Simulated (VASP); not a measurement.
Input:

```
H
1.0
    0.00000     1.12905     1.12905
    1.12905     0.00000     1.12905
    1.12905     1.12905     0.00000
H
1
Direct
  0.00000   0.00000   0.00000
```

These are r2SCAN meta-GGA, VASP's PBE PAW potentials (set 64) (plane waves; VASP) values and carry that method's errors. Settings: 400 eV cut-off, 25×25×25 Γ-centred mesh, first-order Methfessel-Paxton smearing of 0.10 eV, potentials H.

**Question.** What does the run give for the energy per atom (σ→0), band gap (on the k-mesh) with the smallest direct gap where there is one?

**Answer.** 
The band gap (on the k-mesh) is none (metal, semimetal or under 0.01 eV) and the energy per atom (σ→0) is -2.093 eV/atom.

The structure comes from a measured H entry (Fm-3m) of the Crystallography Open Database, whose conditions weren't checked. It was relaxed first, which changed the volume by -91 %. The start is the result of an earlier pass.
